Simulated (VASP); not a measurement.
Wanted: the native input for a VASP 6.6.1 run.

| Quantity | Value |
| --- | --- |
| Task | single point |
| Functional | PBEsol |
| Potentials or basis | VASP PAW PBE potentials, release 64 (Ag) |
| Cutoff | 520 eV |
| k mesh | 13 × 13 × 1 |
| Occupations | methfessel-paxton, width 0.1 eV |
| Spin | no spin polarisation |
| Dipole correction | yes |
| Further INCAR settings | ALGO = Normal; EDIFF = 1e-06; NBANDS = 48 |

The structure of Ag lies in POSCAR:

```
Ag                                      
1.0
    2.8648615100      0.0000000000      0.0000000000
    0.0000000000      2.8648615100      0.0000000000
    0.0000000000      0.0000000000     27.1545780000
  Ag            
     7
Direct
     0.5000000000000000    0.5000000000000000    0.2767665276763576
     0.0000000000000000    0.0000000000000000    0.3501121694553447
     0.5000000000000000    0.5000000000000000    0.4250786499593604
     0.0000000000000000    0.0000000000000000    0.5000000000000000
     0.5000000000000000    0.5000000000000000    0.5749213500406396
     0.0000000000000000    0.0000000000000000    0.6498878305446554
     0.5000000000000000    0.5000000000000000    0.7232334723236423
```

The input as run:

INCAR

```
SYSTEM = Ag
  PREC = Accurate
  ENCUT = 520
  EDIFF = 1E-6
  ISMEAR = 1
  SIGMA = 0.1
  LREAL = .False.
  LASPH = .True.
  NELM = 80
  ALGO = Normal
  ISIF = 2
  LWAVE = .False.
  LCHARG = .False.
  LDIPOL = .True.
  IDIPOL = 3
  DIPOL = 0.5 0.5 0.500
  GGA = PS
  NBANDS = 48
  LVHAR = .True.
  LVACPOTAV = .True.
  ICORELEVEL = 1
  KPAR = 4
```

KPOINTS

```
regular mesh
0
Gamma
  13 13 1
  0 0 0
```

Potentials or basis: VASP PAW PBE potentials, release 64 (Ag).

Run with:

```bash
$ cat potpaw_PBE.64/Ag/POTCAR > POTCAR
$ mpirun -np 4 vasp_std > vasp.out
```

Results of the run:

- Largest force: 0.007 eV/Å
- Band gap on the k mesh: none (metal or under the smearing width)
- Work function of the upper face: 4.43 eV
- Work function of the lower face: 4.43 eV

Caveat: the PAW data sets were made with another functional, which shifts forces and pressure a little.

It took 93 s on 4 MPI ranks on Intel(R) Xeon(R) Platinum 8559C (Emerald Rapids), with other jobs on the host, peak memory 0.45 GiB a rank.
